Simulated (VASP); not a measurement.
Given:

```xyz
3
Lattice="0.0000 3.1779 3.1779 3.1779 0.0000 3.1779 3.1779 3.1779 0.0000" Properties=species:S:1:pos:R:3 pbc="T T T"
Mg     1.5889     1.5889     1.5889
Mg     4.7668     4.7668     4.7668
Ge     0.0000     0.0000     0.0000
```

The numbers are results of PBEsol GGA with spin-orbit coupling, VASP's PBE PAW potentials (set 64) (plane waves; VASP 6.6.1), not measurements. Numerical set-up: 400 eV cut-off, 6×6×6 Γ-centred mesh, Gaussian smearing of 0.050 eV, potentials Mg Ge_d.

**Question.** Estimate the energy per atom (σ→0), band gap (over mesh and band path) with the smallest direct gap where there is one.

**Answer.** 
```yaml
band gap (over mesh and band path): none (metal, semimetal or under 0.01 eV)
energy per atom (σ→0): -3.076 eV/atom
```

The absolute energy has meaning only against runs of the same code, potentials and settings.

The compound is Mg2Ge in the antifluorite structure. It was relaxed first.
